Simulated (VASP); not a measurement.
# Eu3Ag: U from linear response, part 2 of 3

Wanted: U by linear response. The start is a computed cell from the Materials Project.

VASP 6.6.1, plane waves and PAW; the level of theory is named at each step.

Still holding for the runs below: The magnetic state follows from one typed start and may not be the lowest. The k-mesh is coarse for a metal. Without U or exact exchange the f electrons of Eu come out too delocalised, which can shrink the cell and pin f bands at the Fermi level.

So far. Step 3 (Shifted potential, frozen density, alpha -0.2): Energy at zero smearing: -36.94644 eV.

### 4. Shifted potential, relaxed density, alpha -0.2

Level of this step: PBEsol, with a shift of one shell's potential, spin-polarised from a ferrimagnetic start; plane waves and PAW (Eu, Eu, Ag) (VASP).

With self-consistency the other electrons screen the shift.

Contents of INCAR:

```
SYSTEM = Eu3Ag
PREC = Accurate
ENCUT = 420
EDIFF = 1E-06
NELM = 150
ISMEAR = 0
SIGMA = 0.1
LREAL = .FALSE.
ALGO = Normal
GGA = PS
NBANDS = 45
ISPIN = 2
MAGMOM = 7 -7 7 0
LMAXMIX = 6
AMIX = 0.2
BMIX = 1E-04
AMIX_MAG = 0.8
BMIX_MAG = 1E-04
LORBIT = 11
LWAVE = .FALSE.
LCHARG = .FALSE.
KPAR = 2
LDAU = .TRUE.
LDAUTYPE = 3
LDAUL = 3 -1 -1
LDAUU = -0.2 0 0
LDAUJ = -0.2 0 0
```

Contents of POSCAR:

```
Eu3Ag
1.0
    5.1037380000      0.0000000000      0.0000000000
    0.0000000000      5.1037380000      0.0000000000
    0.0000000000      0.0000000000      5.1037380000
Eu Eu Ag
1 2 1
Direct
    0.5000000000      0.5000000000      0.0000000000
    0.5000000000      0.0000000000      0.5000000000
    0.0000000000      0.5000000000      0.5000000000
    0.0000000000      0.0000000000      0.0000000000
```

Contents of KPOINTS:

```
Automatic mesh
0
Gamma
3 3 3
0 0 0
```

PAW data sets: Eu, Eu and Ag (PBE family, release 64).

Launch:

```sh
$ mpirun -np 2 vasp_std
```

Output:

```text
[banner, memory and clock lines left out]
running    2 mpi-ranks, on    1 nodes
 distrk:  each k-point on    1 cores,    2 groups
 distr:  one band on    1 cores,    1 groups

 POSCAR found type information on POSCAR EuEuAg
 POSCAR found :  3 types and       4 ions
 [... a notice as in an earlier step ...]

 LDA part: xc-table for (Slater+PW92), standard interpolation
 found WAVECAR, reading the header
 POSCAR, INCAR and KPOINTS ok, starting setup
 FFT: planning ... GRIDC
 FFT: planning ... GRID_SOFT
 FFT: planning ... GRID
 reading WAVECAR
 the WAVECAR file was read successfully
 initial charge from wavefunction
 entering main loop
       N       E                     dE             d eps       ncg     rms          rms(c)
DAV:   1    -0.369718185922E+02   -0.36972E+02   -0.25644E-02  2382   0.880E+00    0.312E+00
DAV:   2    -0.371105743306E+02   -0.13876E+00   -0.81136E-01  2162   0.258E+01    0.555E+00
DAV:   3    -0.369882205237E+02    0.12235E+00   -0.18922E-01  2501   0.102E+01    0.308E+00
DAV:   4    -0.369656773075E+02    0.22543E-01   -0.40133E-02  2502   0.322E+00    0.187E+00
DAV:   5    -0.369508539911E+02    0.14823E-01   -0.14520E-02  2601   0.386E+00    0.886E-01
DAV:   6    -0.369494523394E+02    0.14017E-02   -0.11691E-02  2808   0.301E+00    0.290E-01
DAV:   7    -0.369499649320E+02   -0.51259E-03   -0.50947E-03  2792   0.587E-01    0.282E-01
DAV:   8    -0.369500092064E+02   -0.44274E-04   -0.73440E-04  2864   0.463E-01    0.255E-01
DAV:   9    -0.369499807996E+02    0.28407E-04   -0.46985E-04  2776   0.744E-01    0.121E-01
DAV:  10    -0.369499680867E+02    0.12713E-04   -0.10117E-04  2739   0.303E-01    0.901E-02
DAV:  11    -0.369499740369E+02   -0.59502E-05   -0.69749E-05  2704   0.625E-02    0.625E-02
DAV:  12    -0.369499772380E+02   -0.32010E-05   -0.14211E-05  2459   0.113E-01    0.539E-02
DAV:  13    -0.369499761999E+02    0.10380E-05   -0.14328E-05  2168   0.139E-01    0.298E-02
DAV:  14    -0.369499789587E+02   -0.27588E-05   -0.37378E-06  1760   0.682E-02    0.375E-02
DAV:  15    -0.369499764221E+02    0.25366E-05   -0.70583E-06  1848   0.108E-01    0.103E-02
DAV:  16    -0.369499765737E+02   -0.15164E-06   -0.64639E-07  1224   0.329E-02
   1 F= -.36949977E+02 E0= -.36936379E+02  d E =-.271945E-01  mag=     7.3866
```

The job ended after 74 s (2 MPI ranks of AMD EPYC 7R43, shared host; peak memory 0.51 GiB).

From OUTCAR (step 4):

```text
The static configuration has the point symmetry D_4h.

 Found      8 irreducible k-points:

   NELECT =      62.0000    total number of electrons

 E-fermi :   2.9634

 spin component 1
 k-point     1 :       0.0000    0.0000    0.0000
  band No.  band energies     occupation
    ...
     31       2.6798      0.99997
     32       2.7181      0.99974
     33       2.7220      0.99968
     34       2.9004      0.81323
     35       2.9177      0.74078
     36       3.1919      0.00061
     37       3.2015      0.00038
     38       3.2141      0.00020
     39       5.2413      0.00000
     40       5.2511      0.00000
    ...

 k-point     2 :       0.3333    0.0000    0.0000
  band No.  band energies     occupation
    ...
     30       2.6453      1.00000
     31       2.6491      1.00000
     32       2.6498      1.00000
     33       2.6873      0.99995
     34       2.7043      0.99988
     35       3.2695      0.00001
     36       3.3518      0.00000
     37       3.4837      0.00000
     38       3.8024      0.00000
     39       4.6402      0.00000
    ...

 k-point     3 :       0.0000    0.3333    0.0000
  band No.  band energies     occupation
    ...
     30       2.6629      0.99999
     31       2.6747      0.99998
     32       2.6809      0.99997
     33       2.6969      0.99992
     34       2.7175      0.99975
     35       2.9792      0.41143
     36       3.2290      0.00009
     37       3.2299      0.00008
     38       4.1016      0.00000
     39       4.9108      0.00000
    ...

 k-point     4 :       0.0000    0.0000    0.3333
  band No.  band energies     occupation
    ...
     30       2.6152      1.00000
     31       2.6177      1.00000
     32       2.6457      1.00000
     33       2.6833      0.99996
     34       2.7080      0.99985
     35       3.2755      0.00001
     36       3.3571      0.00000
     37       3.5032      0.00000
     38       3.7879      0.00000
     39       4.6267      0.00000
    ...

  Total       -1.8659155     -1.3145587     -1.8609127     -0.0000000      0.0000000      0.0000000
  in kB      -22.4873068    -15.8425633    -22.4270151     -0.0000000      0.0000000      0.0000000
  external PRESSURE =     -20.2522951 kB  Pullay stress =       0.0000000 kB

  FREE ENERGIE OF THE ION-ELECTRON SYSTEM (eV)
  ---------------------------------------------------
  free  energy   TOTEN  =       -36.9499765737 eV

  energy  without entropy=      -36.9227820964  energy(sigma->0) =      -36.93637934

 total charge
# of ion       s       p       d       f       tot
--------------------------------------------------
    1        2.087   5.675   0.333   6.609  14.705
    2        2.088   5.681   0.305   6.642  14.716
    3        2.087   5.677   0.327   6.628  14.719
    4        0.494   0.193   9.082   0.000   9.768
--------------------------------------------------
tot          6.755  17.226  10.048  19.880  53.909

 magnetization (x)
# of ion       s       p       d       f       tot
--------------------------------------------------
    1        0.003  -0.091   0.122   6.600   6.633
    2       -0.002   0.102  -0.041  -6.628  -6.569
    3        0.003  -0.092   0.120   6.618   6.649
    4       -0.008   0.012  -0.000   0.000   0.004
--------------------------------------------------
tot         -0.005  -0.069   0.201   6.590   6.716

[... 9 parts as in an earlier step ...]

[... 9 further parts left out ...]
```

This step gave:

| Property | Result |
| --- | --- |
| electronic cycles | 16 |
| free energy (TOTEN) | -36.95 eV |
| energy at zero smearing | -36.94 eV |
| Fermi energy | 2.963 eV |
| moment of the cell, from the last line of the log | 7.387 μB |

Spin moment in the PAW sphere by atom:

| atom | spin moment in the PAW sphere (μB) |
| --- | --- |
| Eu1 | 6.63 |
| Eu2 | -6.57 |
| Eu3 | 6.65 |
| Ag4 | 0.00 |

Energy at zero smearing: -36.93638 eV.

The run ends at a pressure of -2.03 GPa.

### 5. Shifted potential, frozen density, alpha -0.1

INCAR, as its differences from that of step 4:

```diff
@@ -25,3 +25,4 @@
 LDAUL = 3 -1 -1
-LDAUU = -0.2 0 0
-LDAUJ = -0.2 0 0
+LDAUU = -0.1 0 0
+LDAUJ = -0.1 0 0
+ICHARG = 11
```

POSCAR is that of step 4.

KPOINTS is that of step 4.

The WAVECAR or CHGCAR of an earlier step is read.

Launch:

```sh
$ mpirun -np 2 vasp_std
```

Output:

```text
[... set-up lines as in an earlier step ...]
 entering main loop
       N       E                     dE             d eps       ncg     rms          rms(c)
DAV:   1    -0.376145356406E+02   -0.37615E+02   -0.37155E-03  2232   0.353E+00
DAV:   2    -0.376146104690E+02   -0.74828E-04   -0.74828E-04  1992   0.899E-02
DAV:   3    -0.376146195075E+02   -0.90385E-05   -0.90381E-05  1968   0.392E-02
DAV:   4    -0.376146203486E+02   -0.84108E-06   -0.84094E-06  1816   0.204E-02
   1 F= -.37614620E+02 E0= -.37600651E+02  d E =-.279393E-01  mag=     7.3846
```

Elapsed: 23 s, on 2 MPI ranks; peak memory 0.48 GiB; 44 s of CPU time.

OUTCAR, selected parts (step 5):

```text
   NELECT =      62.0000    total number of electrons

 E-fermi :   2.9753

 spin component 1
 k-point     1 :       0.0000    0.0000    0.0000
  band No.  band energies     occupation
    ...
     31       2.7284      0.99976
     32       2.7582      0.99893
     33       2.7629      0.99867
     34       2.9078      0.83044
     35       2.9314      0.73264
     36       3.1955      0.00092
     37       3.2153      0.00035
     38       3.2155      0.00034
     39       5.2464      0.00000
     40       5.2565      0.00000
    ...

 k-point     2 :       0.3333    0.0000    0.0000
  band No.  band energies     occupation
    ...
     30       2.7000      0.99995
     31       2.7001      0.99995
     32       2.7069      0.99993
     33       2.7128      0.99990
     34       2.7568      0.99900
     35       3.2813      0.00001
     36       3.3603      0.00000
     37       3.4989      0.00000
     38       3.8049      0.00000
     39       4.6445      0.00000
    ...

  Total       -2.8406096     -2.2391176     -2.5086293      0.0000000      0.0000000      0.0000000
  in kB      -34.2339510    -26.9849973    -30.2330491      0.0000000      0.0000000      0.0000000
  external PRESSURE =     -30.4839991 kB  Pullay stress =       0.0000000 kB

  FREE ENERGIE OF THE ION-ELECTRON SYSTEM (eV)
  ---------------------------------------------------
  free  energy   TOTEN  =       -37.6146203486 eV

  energy  without entropy=      -37.5866810945  energy(sigma->0) =      -37.60065072

 magnetization (x)
# of ion       s       p       d       f       tot
--------------------------------------------------
    1        0.002  -0.092   0.120   6.553   6.583
    2       -0.003   0.102  -0.041  -6.634  -6.576
    3        0.002  -0.092   0.123   6.624   6.657
    4       -0.008   0.012  -0.000   0.000   0.004
--------------------------------------------------
tot         -0.006  -0.069   0.201   6.543   6.668

[... 10 parts as in an earlier step ...]

[... 13 further parts left out ...]
```

This step gave:

```yaml
electronic_cycles: 4
free_energy_toten: -37.61 eV
energy_at_zero_smearing: -37.60 eV
fermi_energy: 2.975 eV
moment_of_the_cell_from_the_last_line_of_the_log: 7.385 μB
```

Spin moment in the PAW sphere by atom:

| atom | spin moment in the PAW sphere (μB) |
| --- | --- |
| Eu1 | 6.58 |
| Eu2 | -6.58 |
| Eu3 | 6.66 |
| Ag4 | 0.00 |

Energy at zero smearing: -37.60065 eV.

### 6. Shifted potential, relaxed density, alpha -0.1

INCAR, as its differences from that of step 5:

```diff
@@ -27,2 +27 @@
 LDAUJ = -0.1 0 0
-ICHARG = 11
```

POSCAR is that of step 5.

KPOINTS is that of step 5.

Launch:

```sh
$ mpirun -np 2 vasp_std
```

Output:

```text
[... set-up lines as in an earlier step ...]
 entering main loop
       N       E                     dE             d eps       ncg     rms          rms(c)
DAV:   1    -0.376179464751E+02   -0.37618E+02   -0.88241E-03  2254   0.533E+00    0.130E+00
DAV:   2    -0.376390021994E+02   -0.21056E-01   -0.12885E-01  2094   0.138E+01    0.246E+00
DAV:   3    -0.376144931063E+02    0.24509E-01   -0.27697E-02  2494   0.578E+00    0.105E+00
DAV:   4    -0.376130064635E+02    0.14866E-02   -0.61623E-03  2406   0.119E+00    0.581E-01
DAV:   5    -0.376121130836E+02    0.89338E-03   -0.17684E-03  2811   0.165E+00    0.225E-01
DAV:   6    -0.376121072264E+02    0.58572E-05   -0.67201E-04  2800   0.372E-01    0.113E-01
DAV:   7    -0.376121260359E+02   -0.18809E-04   -0.17560E-04  2851   0.184E-01    0.106E-01
DAV:   8    -0.376121416364E+02   -0.15601E-04   -0.11006E-04  2512   0.141E-01    0.162E-01
DAV:   9    -0.376121254829E+02    0.16153E-04   -0.47200E-05  2531   0.266E-01    0.923E-02
DAV:  10    -0.376121288639E+02   -0.33810E-05   -0.24467E-05  2552   0.302E-02    0.613E-02
DAV:  11    -0.376121290509E+02   -0.18701E-06   -0.55190E-06  1924   0.847E-02
   1 F= -.37612129E+02 E0= -.37598785E+02  d E =-.266883E-01  mag=     7.3861
```

Run time: 46 s. Hardware: 2 MPI ranks; peak memory 0.51 GiB.

From OUTCAR (step 6):

```text
   NELECT =      62.0000    total number of electrons

 E-fermi :   2.9636

 spin component 1
 k-point     1 :       0.0000    0.0000    0.0000
  band No.  band energies     occupation
    ...
     31       2.6678      0.99999
     32       2.7079      0.99985
     33       2.7114      0.99982
     34       2.9042      0.79961
     35       2.9246      0.70923
     36       3.1937      0.00057
     37       3.2085      0.00027
     38       3.2146      0.00019
     39       5.2429      0.00000
     40       5.2532      0.00000
    ...

 k-point     2 :       0.3333    0.0000    0.0000
  band No.  band energies     occupation
    ...
     30       2.6291      1.00000
     31       2.6322      1.00000
     32       2.6353      1.00000
     33       2.6847      0.99996
     34       2.6889      0.99995
     35       3.2745      0.00001
     36       3.3553      0.00000
     37       3.4911      0.00000
     38       3.8022      0.00000
     39       4.6415      0.00000
    ...

  Total       -1.8139769     -1.2794238     -1.8109173      0.0000000      0.0000000      0.0000000
  in kB      -21.8613628    -15.4191311    -21.8244887      0.0000000      0.0000000      0.0000000
  external PRESSURE =     -19.7016609 kB  Pullay stress =       0.0000000 kB

  FREE ENERGIE OF THE ION-ELECTRON SYSTEM (eV)
  ---------------------------------------------------
  free  energy   TOTEN  =       -37.6121290509 eV

  energy  without entropy=      -37.5854407150  energy(sigma->0) =      -37.59878488

 magnetization (x)
# of ion       s       p       d       f       tot
--------------------------------------------------
    1        0.003  -0.091   0.119   6.610   6.640
    2       -0.002   0.102  -0.041  -6.628  -6.570
    3        0.003  -0.092   0.118   6.619   6.648
    4       -0.008   0.012  -0.000   0.000   0.004
--------------------------------------------------
tot         -0.005  -0.070   0.196   6.600   6.721

[... 9 parts as in an earlier step ...]

[... 14 further parts left out ...]
```

This step gave:

```yaml
electronic_cycles: 11
fermi_energy: 2.964 eV
moment_of_the_cell_from_the_last_line_of_the_log: 7.386 μB
```

Spin moment in the PAW sphere by atom:

| atom | spin moment in the PAW sphere (μB) |
| --- | --- |
| Eu1 | 6.64 |
| Eu2 | -6.57 |
| Eu3 | 6.65 |
| Ag4 | 0.00 |

Energy at zero smearing: -37.59878 eV.

The run ends at a pressure of -1.97 GPa.

### 7. Shifted potential, frozen density, alpha 0.1

INCAR, as its differences from that of step 6:

```diff
@@ -25,3 +25,4 @@
 LDAUL = 3 -1 -1
-LDAUU = -0.1 0 0
-LDAUJ = -0.1 0 0
+LDAUU = 0.1 0 0
+LDAUJ = 0.1 0 0
+ICHARG = 11
```

POSCAR is that of step 6.

KPOINTS is that of step 6.

The run starts from files that an earlier step left in the folder.

Launch:

```sh
$ mpirun -np 2 vasp_std
```

Output:

```text
[... set-up lines as in an earlier step ...]
 entering main loop
       N       E                     dE             d eps       ncg     rms          rms(c)
DAV:   1    -0.389413266269E+02   -0.38941E+02   -0.31101E-03  2208   0.344E+00
DAV:   2    -0.389413956261E+02   -0.68999E-04   -0.68999E-04  1976   0.904E-02
DAV:   3    -0.389414034238E+02   -0.77977E-05   -0.77975E-05  1992   0.403E-02
DAV:   4    -0.389414041960E+02   -0.77221E-06   -0.77221E-06  1840   0.201E-02
   1 F= -.38941404E+02 E0= -.38928737E+02  d E =-.253342E-01  mag=     7.3846
```

Run time: 24 s. Hardware: 2 MPI ranks; peak memory 0.48 GiB; 45 s of CPU time.

Parts of OUTCAR (step 7):

```text
  Total       -0.9714144     -0.5084580     -1.1970470      0.0000000      0.0000000      0.0000000
  in kB      -11.7071178     -6.1277436    -14.4263565      0.0000000      0.0000000      0.0000000
  external PRESSURE =     -10.7537393 kB  Pullay stress =       0.0000000 kB

  FREE ENERGIE OF THE ION-ELECTRON SYSTEM (eV)
  ---------------------------------------------------
  free  energy   TOTEN  =       -38.9414041960 eV

  energy  without entropy=      -38.9160699635  energy(sigma->0) =      -38.92873708

 magnetization (x)
# of ion       s       p       d       f       tot
--------------------------------------------------
    1        0.003  -0.092   0.115   6.663   6.689
    2       -0.002   0.102  -0.043  -6.626  -6.569
    3        0.003  -0.092   0.113   6.617   6.640
    4       -0.008   0.011  -0.000   0.000   0.003
--------------------------------------------------
tot         -0.005  -0.071   0.185   6.654   6.763

[... 3 parts as in an earlier step ...]

[... 1 further part left out ...]
[key lines of the parts left out:]
E-fermi :   2.9576
```

Spin moment in the PAW sphere by atom:

| atom | spin moment in the PAW sphere (μB) |
| --- | --- |
| Eu1 | 6.69 |
| Eu2 | -6.57 |
| Eu3 | 6.64 |
| Ag4 | 0.00 |

Energy at zero smearing: -38.92874 eV.

### 8. Shifted potential, relaxed density, alpha 0.1

INCAR, as its differences from that of step 7:

```diff
@@ -27,2 +27 @@
 LDAUJ = 0.1 0 0
-ICHARG = 11
```

POSCAR is that of step 7.

KPOINTS is that of step 7.

Launch:

```sh
$ mpirun -np 2 vasp_std
```

Output:

```text
[... set-up lines as in an earlier step ...]
 entering main loop
       N       E                     dE             d eps       ncg     rms          rms(c)
DAV:   1    -0.389400173021E+02   -0.38940E+02   -0.10876E-03  2344   0.177E+00    0.309E-01
DAV:   2    -0.389404060377E+02   -0.38874E-03   -0.43355E-03  2358   0.330E+00    0.629E-01
DAV:   3    -0.389394737947E+02    0.93224E-03   -0.22270E-03  2475   0.209E+00    0.232E-01
DAV:   4    -0.389395012702E+02   -0.27476E-04   -0.29173E-04  2512   0.259E-01    0.236E-01
DAV:   5    -0.389395131622E+02   -0.11892E-04   -0.11582E-04  2560   0.773E-02    0.236E-01
DAV:   6    -0.389395142388E+02   -0.10766E-05   -0.17088E-05  2131   0.365E-02    0.228E-01
DAV:   7    -0.389395085197E+02    0.57191E-05   -0.27701E-06  1720   0.615E-02    0.239E-01
DAV:   8    -0.389395087998E+02   -0.28011E-06   -0.42585E-06  1686   0.210E-02
   1 F= -.38939509E+02 E0= -.38926656E+02  d E =-.257061E-01  mag=     7.3858
```

The job ended after 34 s (2 MPI ranks; peak memory 0.5 GiB; 67 s of CPU time).

From OUTCAR (step 8):

```text
  Total       -1.8669024     -1.3873333     -1.8507398      0.0000000      0.0000000      0.0000000
  in kB      -22.4991997    -16.7196155    -22.3044152      0.0000000      0.0000000      0.0000000
  external PRESSURE =     -20.5077435 kB  Pullay stress =       0.0000000 kB

  FREE ENERGIE OF THE ION-ELECTRON SYSTEM (eV)
  ---------------------------------------------------
  free  energy   TOTEN  =       -38.9395087998 eV

  energy  without entropy=      -38.9138027077  energy(sigma->0) =      -38.92665575

 magnetization (x)
# of ion       s       p       d       f       tot
--------------------------------------------------
    1        0.002  -0.092   0.114   6.628   6.652
    2       -0.002   0.102  -0.042  -6.630  -6.573
    3        0.003  -0.092   0.115   6.620   6.646
    4       -0.008   0.011  -0.000   0.000   0.003
--------------------------------------------------
tot         -0.005  -0.071   0.187   6.618   6.729

[... 3 parts as in an earlier step ...]

[... 1 further part left out ...]
[key lines of the parts left out:]
E-fermi :   2.9645
```

Spin moment in the PAW sphere by atom:

| atom | spin moment in the PAW sphere (μB) |
| --- | --- |
| Eu1 | 6.65 |
| Eu2 | -6.57 |
| Eu3 | 6.65 |
| Ag4 | 0.00 |

Energy at zero smearing: -38.92666 eV.

The run ends at a pressure of -2.05 GPa.

(Part 2 of 3 ends here.)

[Lines on the potential files, build, host, timing and source positions are cut from VASP's logs without a mark.]

[Logs are printed without paths, hosts, clocks, repeated set-up lines and the standing remarks that a program may print on its own settings, such as how far it seeks lower states.]

[Hosts, paths, dates, database ids (printed as entryN), source tags and the programs' standing remarks are cut or masked in the printed files.]

[In band tables of VASP the shares of atoms and orbitals are scaled to a sum of 1 inside the atoms' spheres.]

[Runs that stopped without an error message from VASP are left out.]
